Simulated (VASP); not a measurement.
An input for Quantum ESPRESSO's pw.x (written as the equivalent of a VASP run, and not itself run):

```
&CONTROL
  calculation = 'vc-relax'
  pseudo_dir = './pseudo'
  outdir = './out'
  tprnfor = .true.
  tstress = .true.
  nstep = 40
  forc_conv_thr = 0.00078
/
&SYSTEM
  ibrav = 0
  nat = 6
  ntyp = 2
  ecutwfc = 84
  occupations = 'smearing'
  smearing = 'gaussian'
  degauss = 0.003675
  input_dft = 'pz'
/
&ELECTRONS
  conv_thr = 7.3e-08
  electron_maxstep = 100
/
&IONS
/
&CELL
  press = 100
/
ATOMIC_SPECIES
  Sn 118.710 Sn.upf
  O 15.999 O.upf
CELL_PARAMETERS angstrom
     4.6830179    0.0000000    0.0000000
     0.0000000    4.6830179    0.0000000
     0.0000000    0.0000000    3.1821803
ATOMIC_POSITIONS crystal
  Sn   0.0000000  0.0000000  0.0000000
  Sn   0.5000000  0.5000000  0.5000000
  O    0.3056825  0.3056825  0.0000000
  O    0.8056825  0.1943175  0.5000000
  O    0.1943175  0.8056825  0.5000000
  O    0.6943175  0.6943175  0.0000000
K_POINTS automatic
  5 5 7 0 0 0
```

Translate this input to VASP (INCAR, KPOINTS, POSCAR, choice of POTCAR).

This is not unique; one that fits is 
### POSCAR
```
SnO2
1
    4.6830178970     0.0000000000     0.0000000000
    0.0000000000     4.6830178970     0.0000000000
    0.0000000000     0.0000000000     3.1821802934
Sn O
2 4
Direct
  0.0000000000   0.0000000000   0.0000000000
  0.5000000000   0.5000000000   0.5000000000
  0.3056825434   0.3056825434   0.0000000000
  0.8056825434   0.1943174566   0.5000000000
  0.1943174566   0.8056825434   0.5000000000
  0.6943174566   0.6943174566   0.0000000000
```

KPOINTS:
```
Automatic mesh
0
Gamma
5 5 7
0 0 0
```

INCAR:
```
# general
SYSTEM =SnO2
PREC   =Accurate
ENCUT  =620
LREAL  =.FALSE.
LASPH  =.TRUE.

# electronic loop
EDIFF  =1E-6
NELM   =100
ALGO   =Normal
LMAXMIX=4

# smearing
ISMEAR =0
SIGMA  =0.05

# ions
IBRION =2
NSW    =40
ISIF   =3
EDIFFG =-0.02
PSTRESS=100

# output
LWAVE  =.FALSE.
LCHARG =.FALSE.
```

POTCAR, in this order: Sn_d O (LDA.64 set). Program: vasp_std.

What does not carry over: the potentials are each code's own (VASP's PAW set, PseudoDojo norm-conserving files in pw.x), so ENCUT and ecutwfc are chosen apart and not converted; conv_thr bounds pw.x's estimated SCF error, while EDIFF bounds the energy change between steps; forc_conv_thr acts on force components and is met together with etot_conv_thr.

The compound is SnO2 in the rutile structure. This run relaxes it under an external pressure of 10 GPa. Symmetry was kept, so distortions that lower it aren't found.
